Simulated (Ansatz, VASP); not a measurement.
**ZnO (zincite) in two plane-wave programs**

Wanted: the spread between two codes on one cell, functional and k mesh. The cell is taken from a series of runs on this material, whose earlier steps may have relaxed, scaled, displaced or heated it; both programs get it as it stands.

Main program and level: Ansatz 0.2.0; plane waves, with VASP 6.6.1 beside it; zone-centre phonons at LDA.

## 1. The starting structure

It takes space group P6_3mc (No. 186, hexagonal). Conventional cell: a = 3.176 Å, b = 3.176 Å, c = 5.136 Å, α = 90.00°, β = 90.00°, γ = 120.00°. Nearest to O lie 4 Zn at 1.94 Å. Nearest to Zn lie 4 O at 1.94 Å. Farther neighbours and most contacts between anions are not listed.

## 2. VASP: zone-centre phonons, LDA

Second derivatives magnify differences that forces hide, and they need a tight electronic threshold.

Lines of VASP's logs that name or quote its potential files are left out, and so is its time.

Contents of INCAR:

```
SYSTEM = ZnO
PREC = Accurate
ENCUT = 600
EDIFF = 1E-08
NELM = 120
ISMEAR = 0
SIGMA = 0.01
LREAL = .FALSE.
ALGO = Normal
GGA = CA
NBANDS = 24
LORBIT = 11
LWAVE = .FALSE.
LCHARG = .FALSE.
ISIF = 2
IBRION = 8
LEPSILON = .TRUE.
LASPH = .TRUE.
GGA_COMPAT = .FALSE.
EFERMI = MIDGAP
KPAR = 2
```

Contents of POSCAR:

```
ZnO
1.0
    3.1764471531      0.0000000000      0.0000000000
   -1.5882235765      2.7508839283      0.0000000000
    0.0000000000      0.0000000000      5.1362930582
O Zn
2 2
Direct
    0.6666666667      0.3333333333      0.3786790597
    0.3333333333      0.6666666667      0.8786790597
    0.3333333333      0.6666666667      0.5003309403
    0.6666666667      0.3333333333      0.0003309403
```

Contents of KPOINTS:

```
Automatic mesh
0
Gamma
15 15 10
0 0 0
```

Potentials, in the order of the species: O and Zn (LDA family, release 64).

Started as:

```console
$ mpirun -np 2 vasp_std
```

Numbers of over 12 decimals in the logs are rounded to 6 here.

Output:

```text
[banner, memory and clock lines left out]
running    2 mpi-ranks, on    1 nodes
 distrk:  each k-point on    1 cores,    2 groups
 distr:  one band on    1 cores,    1 groups

 POSCAR found type information on POSCAR O Zn
 POSCAR found :  2 types and       4 ions
 LDA part: xc-table for (Slater(with rela. corr.)+CA(PZ))
 , standard interpolation
 POSCAR, INCAR and KPOINTS ok, starting setup
 FFT: planning ... GRIDC
 FFT: planning ... GRID_SOFT
 FFT: planning ... GRID
 WAVECAR not read
 entering main loop
       N       E                     dE             d eps       ncg     rms          rms(c)
DAV:   1     0.299707591763E+03    0.29971E+03   -0.20383E+04  7928   0.246E+03
DAV:   2     0.517516952720E+01   -0.29453E+03   -0.28007E+03  8424   0.458E+02
DAV:   3    -0.237696930179E+02   -0.28945E+02   -0.28713E+02  9008   0.148E+02
DAV:   4    -0.242365894628E+02   -0.46690E+00   -0.46664E+00  8864   0.195E+01
DAV:   5    -0.242394740670E+02   -0.28846E-02   -0.28846E-02  9024   0.149E+00    0.159E+01
DAV:   6    -0.210781404598E+02    0.31613E+01   -0.81994E+00 13400   0.656E+01    0.102E+01
DAV:   7    -0.212163826054E+02   -0.13824E+00   -0.25148E+00  8032   0.176E+01    0.593E+00
DAV:   8    -0.212053161406E+02    0.11066E-01   -0.63701E-01 10536   0.751E+00    0.167E+00
DAV:   9    -0.211532330762E+02    0.52083E-01   -0.12518E-01 11896   0.707E+00    0.327E-01
DAV:  10    -0.211556339359E+02   -0.24009E-02   -0.40304E-02  7904   0.144E+00    0.110E-01
DAV:  11    -0.211555083968E+02    0.12554E-03   -0.71858E-04  9304   0.229E-01    0.237E-02
DAV:  12    -0.211555144703E+02   -0.60736E-05   -0.33337E-05  9224   0.830E-02    0.125E-02
DAV:  13    -0.211555152990E+02   -0.82862E-06   -0.29331E-06 11400   0.538E-02    0.114E-02
DAV:  14    -0.211555133179E+02    0.19810E-05   -0.34741E-06 11776   0.260E-02    0.282E-03
DAV:  15    -0.211555132932E+02    0.24756E-07   -0.81715E-07  8216   0.698E-03    0.115E-03
DAV:  16    -0.211555132713E+02    0.21891E-07   -0.80966E-08  9384   0.235E-03    0.258E-04
DAV:  17    -0.211555132682E+02    0.31123E-08   -0.26312E-09  4320   0.120E-03
   1 F= -.21155513E+02 E0= -.21155513E+02  d E =0.000000E+00
 Linear response reoptimize wavefunctions to high precision
DAV:   1    -0.211555132677E+02    0.48658E-09   -0.25014E-09  4432   0.577E-04
DAV:   2    -0.211555132678E+02   -0.59117E-10   -0.29143E-10  4208   0.146E-04
 Linear response G [H, r] |phi>, progress :
  Direction:   1
       N       E                     dE             d eps       ncg     rms
RMM:   1    -0.884955123334E+02   -0.88496E+02    0.39849E+02 16093   0.115E+02
 LRF_COMMUTATOR internal error: the vector H(1)-e(1) S(1) |phi(0)> is not orthog
 onal to |phi(0)> (-1.147852886631343E-004,1.735070420672002E-014)
 LRF_COMMUTATOR internal error: the vector H(1)-e(1) S(1) |phi(0)> is not orthog
 onal to |phi(0)> (-1.038602219686144E-004,3.748043542195489E-014)
 LRF_COMMUTATOR internal error: the vector H(1)-e(1) S(1) |phi(0)> is not orthog
 onal to |phi(0)> (1.038602232210084E-004,1.997707554934891E-014)
RMM:   2    -0.928400740435E+02   -0.43446E+01   -0.11525E+01 11168   0.390E+01
 LRF_COMMUTATOR internal error: the vector H(1)-e(1) S(1) |phi(0)> is not orthog
 onal to |phi(0)> (-1.147852886694382E-004,8.257283745649602E-015)
 LRF_COMMUTATOR internal error: the vector H(1)-e(1) S(1) |phi(0)> is not orthog
 onal to |phi(0)> (-1.038602219692181E-004,3.647082635893639E-014)
 LRF_COMMUTATOR internal error: the vector H(1)-e(1) S(1) |phi(0)> is not orthog
 onal to |phi(0)> (1.038602232228125E-004,2.318284453295405E-014)
RMM:   3    -0.933609000020E+02   -0.52083E+00   -0.11283E+00 13696   0.807E+00
RMM:   4    -0.933627724858E+02   -0.18725E-02   -0.20561E-02 13026   0.118E+00
RMM:   5    -0.933629189557E+02   -0.14647E-03   -0.12108E-03 14079   0.274E-01
RMM:   6    -0.933629352209E+02   -0.16265E-04   -0.48538E-05 13553   0.506E-02
RMM:   7    -0.933629371107E+02   -0.18898E-05   -0.70963E-07 14085   0.128E-02
RMM:   8    -0.933629374532E+02   -0.34245E-06   -0.35453E-05 13520   0.322E-03
RMM:   9    -0.933629385540E+02   -0.11008E-05   -0.45362E-05 11103   0.104E-03
RMM:  10    -0.933629377402E+02    0.81383E-06   -0.35195E-05  8676   0.481E-04
RMM:  11    -0.933629385350E+02   -0.79481E-06   -0.25496E-05  7530   0.338E-04
RMM:  12    -0.933629379209E+02    0.61402E-06   -0.93124E-06  6750   0.312E-04
RMM:  13    -0.933629386138E+02   -0.69283E-06   -0.21269E-05  6419   0.301E-04
RMM:  14    -0.933629379641E+02    0.64973E-06   -0.17299E-05  6285   0.304E-04
RMM:  15    -0.933629386816E+02   -0.71758E-06   -0.18298E-05  6171   0.303E-04
 Linear response G [H, r] |phi>, progress :
  Direction:   2
       N       E                     dE             d eps       ncg     rms
RMM:   1    -0.936269017875E+02   -0.93627E+02    0.30904E+02 15989   0.113E+02
 LRF_COMMUTATOR internal error: the vector H(1)-e(1) S(1) |phi(0)> is not orthog
 onal to |phi(0)> (-1.038602207566186E-004,-3.306382945211794E-015)
[...]
RMM:   8    -0.519075947580E+00    0.40801E-08    0.25564E-08  6103   0.111E-04
 change of polarisation eV/A/(eV/A) component  3 :    -0.128    -0.104     1.038
 dielectric tensor                  component  3 :    -0.517    -0.418     5.186
 Linear response to external field, progress :
  Direction:   1
[...]
RMM:   6    -0.519469134601E+00   -0.50854E-03   -0.24171E-05 13320   0.327E-02    0.496E-03
RMM:   7    -0.519559852137E+00   -0.90718E-04   -0.77820E-07 13352   0.673E-03    0.199E-03
RMM:   8    -0.519565226713E+00   -0.53746E-05    0.13771E-08 13601   0.194E-03    0.282E-04
RMM:   9    -0.519565148508E+00    0.78204E-07    0.29490E-08 13422   0.497E-04    0.116E-04
RMM:  10    -0.519565657240E+00   -0.50873E-06    0.54563E-09 11176   0.161E-04    0.207E-05
RMM:  11    -0.519565621534E+00    0.35706E-07    0.14859E-09  6714   0.535E-05    0.719E-06
 change of polarisation eV/A/(eV/A) component  3 :    -0.126    -0.102     1.001
 dielectric tensor                  component  3 :    -0.509    -0.411     5.037
 Linear response DOF=           4
 Linear response progress:
  Degree of freedom:   1/  4
       N       E                     dE             d eps       ncg     rms          rms(c)
RMM:   1    -0.360163890139E+00   -0.36016E+00    0.56567E-01120336   0.427E+00
RMM:   2    -0.350874192007E+00    0.92897E-02   -0.11008E-02 77344   0.113E+00    0.243E-01
RMM:   3    -0.352109612726E+00   -0.12354E-02   -0.10160E-03 90951   0.251E-01    0.135E-01
RMM:   4    -0.353479165896E+00   -0.13696E-02   -0.31574E-04 78880   0.113E-01    0.175E-02
RMM:   5    -0.353480600811E+00   -0.14349E-05   -0.15020E-05 95174   0.273E-02    0.368E-03
RMM:   6    -0.353393836980E+00    0.86764E-04   -0.10327E-06 79828   0.702E-03    0.990E-04
RMM:   7    -0.353392897677E+00    0.93930E-06   -0.12668E-07 96515   0.194E-03    0.356E-04
RMM:   8    -0.353390625625E+00    0.22721E-05    0.74651E-09 95252   0.396E-04    0.692E-05
RMM:   9    -0.353389481797E+00    0.11438E-05   -0.12262E-09 86121   0.104E-04    0.213E-05
RMM:  10    -0.353389885425E+00   -0.40363E-06    0.68079E-10 84928   0.525E-05    0.463E-06
RMM:  11    -0.353389944778E+00   -0.59353E-07   -0.21729E-09 96308   0.192E-05    0.199E-06
RMM:  12    -0.353389925767E+00    0.19012E-07   -0.36218E-09 81313   0.869E-06    0.438E-07
RMM:  13    -0.353389922530E+00    0.32363E-08   -0.22054E-09 48424   0.638E-06    0.167E-07
 first order change of Fermi-energy  -0.74364E-01
 force on displaced ion       1 direction 1 :  -9.676  -0.000   0.000
 Born effective charge ion    1 direction 1 :  -2.066  -0.000   0.000
 Linear response progress:
  Degree of freedom:   2/  4
       N       E                     dE             d eps       ncg     rms          rms(c)
RMM:   1    -0.380036817293E+00   -0.38004E+00    0.56936E-01 25380   0.420E+00
RMM:   2    -0.369846520031E+00    0.10190E-01   -0.11021E-02 16079   0.114E+00    0.346E-01
RMM:   3    -0.370877028418E+00   -0.10305E-02   -0.13894E-03 17575   0.286E-01    0.175E-01
RMM:   4    -0.372002623086E+00   -0.11256E-02   -0.41820E-04 16559   0.133E-01    0.410E-02
RMM:   5    -0.372138958512E+00   -0.13634E-03   -0.23845E-05 19750   0.327E-02    0.106E-02
RMM:   6    -0.372014134624E+00    0.12482E-03   -0.66729E-06 17604   0.181E-02    0.259E-03
RMM:   7    -0.372031213517E+00   -0.17079E-04   -0.13153E-07 18086   0.510E-03    0.757E-04
RMM:   8    -0.372038804271E+00   -0.75908E-05   -0.25367E-07 18112   0.197E-03    0.465E-04
RMM:   9    -0.372032522535E+00    0.62817E-05    0.11698E-08 16661   0.648E-04    0.625E-05
RMM:  10    -0.372032109868E+00    0.41267E-06    0.14157E-08 20325   0.171E-04    0.322E-05
RMM:  11    -0.372032430476E+00   -0.32061E-06    0.86165E-09 17306   0.605E-05    0.962E-06
RMM:  12    -0.372032327260E+00    0.10322E-06   -0.67262E-09 19305   0.231E-05    0.446E-06
RMM:  13    -0.372032365338E+00   -0.38078E-07   -0.52882E-10 18734   0.122E-05    0.234E-06
RMM:  14    -0.372032385554E+00   -0.20216E-07    0.32270E-10 18331   0.816E-06    0.801E-07
RMM:  15    -0.372032384032E+00    0.15218E-08   -0.58781E-10 11613   0.561E-06    0.192E-07
 first order change of Fermi-energy   0.15966E+00
 force on displaced ion       1 direction 3 :  -0.000  -0.000 -13.321
 Born effective charge ion    1 direction 3 :   0.000  -0.000  -2.121
 Linear response progress:
  Degree of freedom:   3/  4
       N       E                     dE             d eps       ncg     rms          rms(c)
RMM:   1    -0.210934679358E+00   -0.21093E+00    0.32965E-02 98659   0.264E+00
RMM:   2    -0.208998411967E+00    0.19363E-02   -0.40805E-03 79719   0.634E-01    0.225E-01
RMM:   3    -0.208764564996E+00    0.23385E-03   -0.18766E-04 94197   0.103E-01    0.134E-01
RMM:   4    -0.208356098493E+00    0.40847E-03   -0.13105E-05 89994   0.353E-02    0.373E-03
RMM:   5    -0.208344777604E+00    0.11321E-04   -0.11518E-06 97982   0.683E-03    0.132E-03
RMM:   6    -0.208342613128E+00    0.21645E-05   -0.18749E-07 90332   0.193E-03    0.258E-04
RMM:   7    -0.208342454839E+00    0.15829E-06    0.38838E-08 98730   0.410E-04    0.102E-04
RMM:   8    -0.208342025266E+00    0.42957E-06    0.43256E-08 93362   0.127E-04    0.191E-05
RMM:   9    -0.208342020536E+00    0.47298E-08    0.29938E-08 98317   0.427E-05    0.109E-05
 first order change of Fermi-energy   0.11035E+00
 force on displaced ion       3 direction 1 :  -9.025   0.001  -0.000
 Born effective charge ion    3 direction 1 :   2.065  -0.000  -0.000
 Linear response progress:
  Degree of freedom:   4/  4
       N       E                     dE             d eps       ncg     rms          rms(c)
RMM:   1    -0.222688924512E+00   -0.22269E+00    0.34357E-02 20979   0.271E+00
RMM:   2    -0.218432204863E+00    0.42567E-02   -0.42517E-03 16670   0.706E-01    0.219E-01
RMM:   3    -0.218079952560E+00    0.35225E-03   -0.37747E-04 18902   0.136E-01    0.132E-01
RMM:   4    -0.217601930112E+00    0.47802E-03   -0.25309E-04 19629   0.942E-02    0.307E-02
RMM:   5    -0.217517335374E+00    0.84595E-04    0.16055E-05 18198   0.224E-02    0.552E-03
RMM:   6    -0.217526478263E+00   -0.91429E-05   -0.16974E-06 20863   0.705E-03    0.258E-03
RMM:   7    -0.217529884015E+00   -0.34058E-05    0.36598E-06 18557   0.322E-03    0.780E-04
RMM:   8    -0.217530791254E+00   -0.90724E-06   -0.11723E-06 20571   0.102E-03    0.210E-04
RMM:   9    -0.217530712093E+00    0.79161E-07   -0.22491E-07 20212   0.308E-04    0.610E-05
RMM:  10    -0.217530842527E+00   -0.13043E-06    0.96254E-08 19286   0.103E-04    0.152E-05
RMM:  11    -0.217530847490E+00   -0.49626E-08   -0.68987E-08 20799   0.398E-05    0.331E-06
 first order change of Fermi-energy  -0.15985E+00
 force on displaced ion       3 direction 3 :  -0.000   0.000 -13.173
 Born effective charge ion    3 direction 3 :   0.000   0.000   2.120
 Born effective charges drift removed
 Linear response finished
```

(Continued in part 2 of 3.)

[Lines on the potential files, build, host, timing and source positions are cut from VASP's logs without a mark.]

[Logs are printed without paths, hosts, clocks, repeated set-up lines and the standing remarks that a program may print on its own settings, such as how far it seeks lower states.]

[Hosts, paths, dates, database ids (printed as entryN), source tags and the programs' standing remarks are cut or masked in the printed files.]
